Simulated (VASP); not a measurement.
# Settings for BBrCl₂: relaxation of the atoms

BBrCl₂, molecule in box, 4 atoms in the cell. PBE, relaxation of the atoms; PAW potentials Cl, B, Br (PBE set). VASP 6.6.1.

Wanted: energy within 1 meV/atom; two shortest distances of each atom within 0.01 Å.

POSCAR:
```
BBrCl2
1.0
   11.0000000000      0.0000000000      0.0000000000
    0.0000000000     12.0000000000      0.0000000000
    0.0000000000      0.0000000000     12.0000000000
Cl B Br
2 1 1
Direct
    0.5775300000      0.5872920000      0.6147380000
    0.5546190000      0.3923420000      0.4590410000
    0.5224350000      0.5272280000      0.4908770000
    0.4326430000      0.6098040000      0.3911200000
```

The series start from Force threshold EDIFFG (eV/Å): -0.02; Electronic threshold EDIFF (eV): 1e-6; Relaxation method: conjugate gradient, POTIM 0.5; Mixing and least electronic steps: default. Each series keeps the choices made before it, and each single choice may use up half of a tolerance.

## Force threshold EDIFFG (eV/Å)

| Force threshold EDIFFG (eV/Å) | Energy less reference (meV/atom) | Two shortest distances of each atom, largest deviation (Å) | Time (s) |
|---|---|---|---|
| -0.1 | 0.1 | 0.003 | 26 |
| -0.05 | 0.1 | 0.003 | 25 |
| -0.03 | 0.0 | 0.002 | 29 |
| -0.02 | 0.0 | 0.002 | 27 |
| -0.01 | 0.0 | 0.001 | 31 |
| -0.005 | 0.0 | 0.000 | 33 |
| -0.002 (reference) | 0.0 | 0.000 | 51 |

Chosen: -0.1, the loosest value from which every tighter one stays within half of the tolerance.

## Electronic threshold EDIFF (eV)

| Electronic threshold EDIFF (eV) | Energy less reference (meV/atom) | Two shortest distances of each atom, largest deviation (Å) | Time (s) |
|---|---|---|---|
| 0.001 | 0.0 | 0.005 | 9.5 |
| 0.0001 | 0.0 | 0.002 | 11 |
| 1e-5 | 0.0 | 0.000 | 19 |
| 1e-6 | 0.0 | 0.003 | 26 |
| 1e-7 (reference) | 0.0 | 0.000 | 35 |

Chosen: 0.001.

## Relaxation method

| Relaxation method | Energy less reference (meV/atom) | Two shortest distances of each atom, largest deviation (Å) | SCF iterations | Time (s) |
|---|---|---|---|---|
| conjugate gradient, POTIM 0.5 | 0.0 | 0.000 | 32 | 9.5 |
| conjugate gradient, POTIM 0.2 | 0.0 | 0.005 | 30 | 9.0 |
| conjugate gradient, POTIM 1.0 | 0.2 | 0.011 | 38 | 10 |
| quasi-Newton, POTIM 0.5 | 0.2 | 0.011 | 24 | 6.3 |
| quasi-Newton, POTIM 0.3, 10 steps kept | 0.3 | 0.011 | 22 | 6.0 |
| quasi-Newton, POTIM 0.5, at least 5 electronic steps | 0.2 | 0.011 | 30 | 7.3 |
| damped dynamics, POTIM 0.2, SMASS 0.4 | 0.0 | 0.005 | 50 | 15 |
| damped dynamics, POTIM 0.4, SMASS 0.8 | -0.1 | 0.004 | 49 | 13 |
| velocity quench, POTIM 0.1 | 0.1 | 0.009 | 27 | 7.6 |

Chosen: conjugate gradient, POTIM 0.5; no other choice that stays within half of the tolerance saves 30 % of the time.

## Mixing and least electronic steps

| Mixing and least electronic steps | Energy less reference (meV/atom) | Two shortest distances of each atom, largest deviation (Å) | SCF iterations | Time (s) |
|---|---|---|---|---|
| default | 0.0 | 0.000 | 32 | 9.5 |
| MAXMIX 40 | 0.0 | 0.005 | 34 | 9.5 |
| NELMIN 4 | 0.0 | 0.006 | 43 | 11 |
| NELMIN 4, MAXMIX 40 | 0.0 | 0.005 | 39 | 11 |
| ALGO Fast | 0.4 | 0.015 | 28 | 7.8 |

Chosen: default.

## All choices together

| Input | Energy less reference (meV/atom) | Two shortest distances of each atom, largest deviation (Å) | Time (s) |
|---|---|---|---|
| program defaults (naive) | 0.0 | 0.002 | 12 |
| chosen settings | 0.1 | 0.004 | 9.5 |
| reference settings throughout | 0.0 | 0.000 | 45 |

The tolerance is met.

Values of the reference run: Two shortest distances of each atom: 1.742, 1.742, 1.742, 1.742, 1.914, 3.021, 3.021, 3.165 A.

## The input

INCAR:
```
ALGO = Normal ; EDIFF = 0.001
EDIFFG = -0.1 ; ENCUT = 350
IBRION = 2 ; ISIF = 2
ISMEAR = 0 ; ISYM = 0
KPAR = 1 ; LASPH = True
LCHARG = False ; LREAL = False
LWAVE = False ; NELM = 100
NSW = 150 ; POTIM = 0.5
PREC = Normal ; SIGMA = 0.01
```

KPOINTS:
```
k-points
0
Gamma
  1 1 1
```

Commands:
```
cat potpaw_PBE.64/Cl/POTCAR potpaw_PBE.64/B/POTCAR potpaw_PBE.64/Br/POTCAR > POTCAR
mpirun -np 4 vasp_gam > vasp.out
```

The naive input happens to agree within the tolerance here, in 12 s.

The chosen input took VASP 6.6.1 9.5 s on 4 cores (Intel Xeon 6975P-C (Granite Rapids)), a shared host.

## An input that fails: ionic step far too long

VASP's message: internal error in: us.F  at line: 1398 internal ERROR SETYLM_AUG: 55 -110 2371 83 54 95 -111 If you are not a developer, you should not encounter this problem. Please submit a bug report.

Changes against the starting input:
```
- NELM = 100
- IBRION = 2
- NSW = 150
- POTIM = 0.5
+ NELM = 60
+ IBRION = 3
+ NSW = 30
+ POTIM = 5.0
+ SMASS = 0.4
```
